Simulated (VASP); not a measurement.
# A vacancy on the Ca site in Ca, part 2 of 3

Aim: the formation energy and local structure of a vacancy on the Ca site in Ca.

VASP 6.6.1; PBEsol; plane waves and PAW (Ca_pv).

So far. Step 2 (Relaxing the host crystal): The run ended after 4 ionic steps, 0.011 eV below its first step, once forces and stress met EDIFFG = -0.02. Step 3 (Relax the host again, on a new basis): The start already met the threshold, so nothing moved.

### 4. The supercell without the defect

System of this step: Ca. The cell holds 64 atoms: 64 Ca. Cell: a = 15.432 Å, b = 15.432 Å, c = 15.432 Å, α = 60.0°, β = 60.0°, γ = 60.0°. It derives from Ca.

The same cell, mesh and cutoff without the defect give the energy to subtract and, in a gapped host, the band edges to count from, so that most errors cancel.

INCAR

```
SYSTEM = Ca
PREC = Normal
ENCUT = 300
EDIFF = 1E-05
NELM = 120
ISMEAR = 1
SIGMA = 0.2
LREAL = Auto
ALGO = Fast
GGA = PS
NBANDS = 304
LORBIT = 11
LWAVE = .FALSE.
LCHARG = .FALSE.
KPAR = 4
NCORE = 2
```

POSCAR

```
Ca
1.0
    0.0000000000     10.9121880600     10.9121880600
   10.9121880600      0.0000000000     10.9121880600
   10.9121880600     10.9121880600      0.0000000000
Ca
64
Direct
    0.0000000000      0.0000000000      0.0000000000
    0.0000000000      0.0000000000      0.2500000000
    0.0000000000      0.0000000000      0.5000000000
    0.0000000000      0.0000000000      0.7500000000
    0.0000000000      0.2500000000      0.0000000000
    0.0000000000      0.2500000000      0.2500000000
    0.0000000000      0.2500000000      0.5000000000
    0.0000000000      0.2500000000      0.7500000000
    0.0000000000      0.5000000000      0.0000000000
    0.0000000000      0.5000000000      0.2500000000
    0.0000000000      0.5000000000      0.5000000000
    0.0000000000      0.5000000000      0.7500000000
    0.0000000000      0.7500000000      0.0000000000
    0.0000000000      0.7500000000      0.2500000000
    0.0000000000      0.7500000000      0.5000000000
    0.0000000000      0.7500000000      0.7500000000
    0.2500000000      0.0000000000      0.0000000000
    0.2500000000      0.0000000000      0.2500000000
    0.2500000000      0.0000000000      0.5000000000
    0.2500000000      0.0000000000      0.7500000000
    0.2500000000      0.2500000000      0.0000000000
    0.2500000000      0.2500000000      0.2500000000
    0.2500000000      0.2500000000      0.5000000000
    0.2500000000      0.2500000000      0.7500000000
    0.2500000000      0.5000000000      0.0000000000
    0.2500000000      0.5000000000      0.2500000000
    0.2500000000      0.5000000000      0.5000000000
    0.2500000000      0.5000000000      0.7500000000
    0.2500000000      0.7500000000      0.0000000000
    0.2500000000      0.7500000000      0.2500000000
    0.2500000000      0.7500000000      0.5000000000
    0.2500000000      0.7500000000      0.7500000000
    0.5000000000      0.0000000000      0.0000000000
    0.5000000000      0.0000000000      0.2500000000
    0.5000000000      0.0000000000      0.5000000000
    0.5000000000      0.0000000000      0.7500000000
    0.5000000000      0.2500000000      0.0000000000
    0.5000000000      0.2500000000      0.2500000000
    0.5000000000      0.2500000000      0.5000000000
    0.5000000000      0.2500000000      0.7500000000
    0.5000000000      0.5000000000      0.0000000000
    0.5000000000      0.5000000000      0.2500000000
    0.5000000000      0.5000000000      0.5000000000
    0.5000000000      0.5000000000      0.7500000000
    0.5000000000      0.7500000000      0.0000000000
    0.5000000000      0.7500000000      0.2500000000
    0.5000000000      0.7500000000      0.5000000000
    0.5000000000      0.7500000000      0.7500000000
    0.7500000000      0.0000000000      0.0000000000
    0.7500000000      0.0000000000      0.2500000000
    0.7500000000      0.0000000000      0.5000000000
    0.7500000000      0.0000000000      0.7500000000
    0.7500000000      0.2500000000      0.0000000000
    0.7500000000      0.2500000000      0.2500000000
    0.7500000000      0.2500000000      0.5000000000
    0.7500000000      0.2500000000      0.7500000000
    0.7500000000      0.5000000000      0.0000000000
    0.7500000000      0.5000000000      0.2500000000
    0.7500000000      0.5000000000      0.5000000000
    0.7500000000      0.5000000000      0.7500000000
    0.7500000000      0.7500000000      0.0000000000
    0.7500000000      0.7500000000      0.2500000000
    0.7500000000      0.7500000000      0.5000000000
    0.7500000000      0.7500000000      0.7500000000
```

KPOINTS

```
Automatic mesh
0
Gamma
3 3 3
0 0 0
```

The projector-augmented-wave data sets are Ca_pv (PBE family, release 64).

Started as:

```bash
$ mpirun -np 8 vasp_std
```

The log of the run:

```text
[banner, memory and clock lines left out]
running    8 mpi-ranks, on    1 nodes
 distrk:  each k-point on    2 cores,    4 groups
 distr:  one band on    2 cores,    1 groups

 POSCAR found type information on POSCAR Ca
 POSCAR found :  1 types and      64 ions
 [... a notice as in an earlier step ...]

 LDA part: xc-table for (Slater+PW92), standard interpolation
 POSCAR, INCAR and KPOINTS ok, starting setup
 FFT: planning ... GRIDC
 FFT: planning ... GRID_SOFT
 FFT: planning ... GRID
 WAVECAR not read
 entering main loop
       N       E                     dE             d eps       ncg     rms          rms(c)
DAV:   1     0.517706593013E+04    0.51771E+04   -0.14159E+05  2584   0.177E+03
DAV:   2     0.954847353633E+03   -0.42222E+04   -0.41979E+04  2432   0.510E+02
DAV:   3    -0.100966634225E+02   -0.96494E+03   -0.94686E+03  2704   0.230E+02
DAV:   4    -0.123657574137E+03   -0.11356E+03   -0.10729E+03  3176   0.793E+01
DAV:   5    -0.134612445630E+03   -0.10955E+02   -0.10308E+02  3768   0.222E+01    0.550E+00
RMM:   6    -0.135316300874E+03   -0.70386E+00   -0.38423E+00  3130   0.407E+00    0.321E+00
RMM:   7    -0.135690045098E+03   -0.37374E+00   -0.18224E+00  3302   0.290E+00    0.350E-01
RMM:   8    -0.135762982417E+03   -0.72937E-01   -0.73910E-01  4096   0.134E+00    0.132E-01
RMM:   9    -0.135784282371E+03   -0.21300E-01   -0.20166E-01  4095   0.461E-01    0.814E-02
RMM:  10    -0.135792608038E+03   -0.83257E-02   -0.78445E-02  4095   0.222E-01    0.452E-02
RMM:  11    -0.135796034130E+03   -0.34261E-02   -0.32782E-02  4094   0.114E-01    0.277E-02
RMM:  12    -0.135797421956E+03   -0.13878E-02   -0.13659E-02  4095   0.647E-02    0.121E-02
RMM:  13    -0.135797970387E+03   -0.54843E-03   -0.54233E-03  3140   0.385E-02    0.111E-02
WARNING in EDDRMM: call to ZHEGV failed, returncode =   6  3    233
RMM:  14    -0.135798172662E+03   -0.20228E-03   -0.19944E-03  2548   0.240E-02    0.524E-03
RMM:  15    -0.135798227414E+03   -0.54752E-04   -0.53116E-04  2314   0.194E-02    0.252E-03
RMM:  16    -0.135798229092E+03   -0.16787E-05   -0.67508E-05  2327   0.135E-02
   1 F= -.13579823E+03 E0= -.13570272E+03  d E =-.286532E+00
```

Run time: 5.5 min. Hardware: 8 MPI ranks of AMD EPYC 7R43, shared host; peak memory 5.8 GiB.

OUTCAR, selected parts (step 4):

```text
  LATTYP: Found a face centered cubic cell.
 ALAT       =    21.8243761200

The static configuration has the point symmetry O_h .

 Found      4 irreducible k-points:

   k-points           NKPTS =      4   k-points in BZ     NKDIM =      4   number of bands    NBANDS=    304

   dimension x,y,z NGX =    70 NGY =   70 NGZ =   70
   dimension x,y,z NGXF=   140 NGYF=  140 NGZF=  140

   ENCUT  =  300.0 eV  22.05 Ry    4.70 a.u.  21.79 21.79 21.79*2*pi/ulx,y,z

   NELECT =     512.0000    total number of electrons

 E-fermi :   2.2953

 k-point     1 :       0.0000    0.0000    0.0000
  band No.  band energies     occupation
    ...
    250       1.8054      2.00289
    251       2.1624      1.89345
    252       2.1624      1.89345
    253       2.1624      1.89344
    254       2.1625      1.89334
    255       2.4787     -0.02854
    256       2.4787     -0.02856
    257       2.4787     -0.02858
    258       2.4788     -0.02861
    259       2.4788     -0.02866
    ...

 k-point     2 :       0.3333    0.0000    0.0000
  band No.  band energies     occupation
    ...
    258       2.3359      0.66388
    259       2.3359      0.66382
    260       2.3359      0.66380
    261       2.3359      0.66371
    262       2.3359      0.66354
    263       2.4607      0.00673
    264       2.4607      0.00669
    265       2.4607      0.00662
    266       2.5997     -0.05330
    267       2.6775     -0.02108
    ...

  Total       -0.6459162     -0.6459162     -0.6459162      0.0000000     -0.0000000      0.0000000
  in kB       -0.3982183     -0.3982183     -0.3982183      0.0000000     -0.0000000      0.0000000
  external PRESSURE =      -0.3982183 kB  Pullay stress =       0.0000000 kB

  energy-cutoff  :      300.00
  volume of cell :     2598.76
      direct lattice vectors                 reciprocal lattice vectors
     0.000000000 10.912188060 10.912188060    -0.045820325  0.045820325  0.045820325
    10.912188060  0.000000000 10.912188060     0.045820325 -0.045820325  0.045820325
    10.912188060 10.912188060  0.000000000     0.045820325  0.045820325 -0.045820325

 POSITION                                       TOTAL-FORCE (eV/Angst)
 -----------------------------------------------------------------------------------
      0.00000      0.00000      0.00000         0.000000      0.000000      0.000000
      2.72805      2.72805      0.00000         0.000000      0.000000     -0.000000
      5.45609      5.45609      0.00000        -0.000000      0.000000     -0.000000
      8.18414      8.18414      0.00000        -0.000000      0.000000     -0.000000
      2.72805      0.00000      2.72805        -0.000000     -0.000000     -0.000000
      5.45609      2.72805      2.72805         0.000000     -0.000000     -0.000000
      8.18414      5.45609      2.72805        -0.000000      0.000000     -0.000000
     10.91219      8.18414      2.72805         0.000000     -0.000000     -0.000000
      5.45609      0.00000      5.45609        -0.000000      0.000000      0.000000
      8.18414      2.72805      5.45609        -0.000000      0.000000      0.000000
     10.91219      5.45609      5.45609        -0.000000      0.000000      0.000000
     13.64024      8.18414      5.45609        -0.000000     -0.000000      0.000000
      8.18414      0.00000      8.18414         0.000000     -0.000000      0.000000
     10.91219      2.72805      8.18414         0.000000     -0.000000      0.000000
     13.64024      5.45609      8.18414        -0.000000     -0.000000     -0.000000
     16.36828      8.18414      8.18414         0.000000      0.000000     -0.000000
      0.00000      2.72805      2.72805        -0.000000     -0.000000      0.000000
      2.72805      5.45609      2.72805         0.000000      0.000000     -0.000000
      5.45609      8.18414      2.72805        -0.000000      0.000000     -0.000000
      8.18414     10.91219      2.72805        -0.000000      0.000000     -0.000000
      2.72805      2.72805      5.45609        -0.000000     -0.000000     -0.000000
      5.45609      5.45609      5.45609         0.000000     -0.000000      0.000000
      8.18414      8.18414      5.45609         0.000000      0.000000      0.000000
     10.91219     10.91219      5.45609         0.000000      0.000000     -0.000000
      5.45609      2.72805      8.18414        -0.000000     -0.000000      0.000000
      8.18414      5.45609      8.18414         0.000000     -0.000000      0.000000
     10.91219      8.18414      8.18414        -0.000000      0.000000     -0.000000
     13.64024     10.91219      8.18414        -0.000000     -0.000000      0.000000
      8.18414      2.72805     10.91219        -0.000000     -0.000000      0.000000
     10.91219      5.45609     10.91219        -0.000000     -0.000000      0.000000
     13.64024      8.18414     10.91219        -0.000000     -0.000000      0.000000
     16.36828     10.91219     10.91219         0.000000      0.000000      0.000000
      0.00000      5.45609      5.45609        -0.000000     -0.000000      0.000000
      2.72805      8.18414      5.45609         0.000000      0.000000     -0.000000
      5.45609     10.91219      5.45609        -0.000000      0.000000     -0.000000
      8.18414     13.64024      5.45609        -0.000000      0.000000     -0.000000
      2.72805      5.45609      8.18414        -0.000000     -0.000000     -0.000000
      5.45609      8.18414      8.18414         0.000000     -0.000000      0.000000
[...]
-----------------------------------------------------------------------------------
    total drift:                                0.000000      0.000000      0.000000

  FREE ENERGIE OF THE ION-ELECTRON SYSTEM (eV)
  ---------------------------------------------------
  free  energy   TOTEN  =      -135.7982290925 eV

  energy  without entropy=     -135.5116975183  energy(sigma->0) =     -135.70271857

 total charge
# of ion       s       p       d       tot
------------------------------------------
    1        0.325   6.115   0.267   6.707
    2        0.325   6.115   0.267   6.707
    3        0.325   6.115   0.267   6.707
    4        0.325   6.115   0.267   6.707
    5        0.325   6.115   0.267   6.707
    6        0.325   6.115   0.267   6.707
    7        0.325   6.115   0.267   6.707
    8        0.325   6.115   0.267   6.707
    9        0.325   6.115   0.267   6.707
   10        0.325   6.115   0.267   6.707
   11        0.325   6.115   0.267   6.707
   12        0.325   6.115   0.267   6.707
   13        0.325   6.115   0.267   6.707
   14        0.325   6.115   0.267   6.707
   15        0.325   6.115   0.267   6.707
   16        0.325   6.115   0.267   6.707
   17        0.325   6.115   0.267   6.707
   18        0.325   6.115   0.267   6.707
   19        0.325   6.115   0.267   6.707
   20        0.325   6.115   0.267   6.707
   21        0.325   6.115   0.267   6.707
   22        0.325   6.115   0.267   6.707
   23        0.325   6.115   0.267   6.707
   24        0.325   6.115   0.267   6.707
   25        0.325   6.115   0.267   6.707
   26        0.325   6.115   0.267   6.707
   27        0.325   6.115   0.267   6.707
   28        0.325   6.115   0.267   6.707
   29        0.325   6.115   0.267   6.707
   30        0.325   6.115   0.267   6.707
   31        0.325   6.115   0.267   6.707
   32        0.325   6.115   0.267   6.707
   33        0.325   6.115   0.267   6.707
   34        0.325   6.115   0.267   6.707
   35        0.325   6.115   0.267   6.707
   36        0.325   6.115   0.267   6.707
   37        0.325   6.115   0.267   6.707
[...]
--------------------------------------------------
tot         20.830 391.358  17.079 429.267

[... 1 part as in an earlier step ...]

[... 5 further parts left out ...]
```

This step gave:

```
electronic cycles       : 16
electrons               : 512
free energy (TOTEN)     : -135.7982 eV
energy at zero smearing : -135.7027 eV
Fermi energy            : 2.295 eV
```

The host is treated as a metal, as its relaxation found a gap under 0.3 eV or none, and only the neutral defect is run.

(Part 2 of 3 ends here.)

[Lines on the potential files, build, host, timing and source positions are cut from VASP's logs without a mark.]

[Logs are printed without paths, hosts, clocks, repeated set-up lines and the standing remarks that a program may print on its own settings, such as how far it seeks lower states.]

[Hosts, paths, dates, database ids (printed as entryN), source tags and the programs' standing remarks are cut or masked in the printed files.]

[In band tables of VASP the shares of atoms and orbitals are scaled to a sum of 1 inside the atoms' spheres.]

[Runs that stopped without an error message from VASP are left out.]
